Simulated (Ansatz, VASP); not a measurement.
**Zr4F: VASP beside Ansatz**

```
Zr F
1.0
    -2.92049    2.92049    2.92049
     2.92049   -2.92049    2.92049
     2.92049    2.92049   -2.92049
Zr F
4 1
Direct
  0.34960 0.34960 0.34960
  0.65040 0.00000 0.00000
  0.00000 0.00000 0.65040
  0.00000 0.65040 0.00000
  0.00000 0.00000 0.00000
```

Change from the starting cell: species swapped into the GeF4 type (I-43m, No. 217).

Alike in both runs: task single point; functional PBE; k mesh 4 × 4 × 4; occupations gaussian, width 0.1 eV; no spin polarisation.

```csv
,VASP,Ansatz
version,VASP 6.6.1,Ansatz 0.2.0
potentials or method,"VASP PAW PBE potentials, release 64 (Zr_sv, F)","scalar-relativistic, plane waves, PAW"
plane-wave cutoff (eV),520,420
valence electrons in the cell,55,55
```

|  | VASP | Ansatz | Ansatz less VASP |
| --- | --- | --- | --- |
| gap on the k mesh at the Fermi level (eV) | none | none | - |
| rms of the force components (eV/Å) | 6.073 | 5.877 | -0.1962 |

Atom by atom the forces differ by 0.196 eV/Å (rms over components). A gap of «none» marks a metal or a gap that the smearing closes.

Caveats: the k mesh is coarse (spacing up to 0.38 Å⁻¹), so the values aren't converged; an odd number of electrons without spin polarisation forces a metal; a magnetic or distorted state may lie lower.
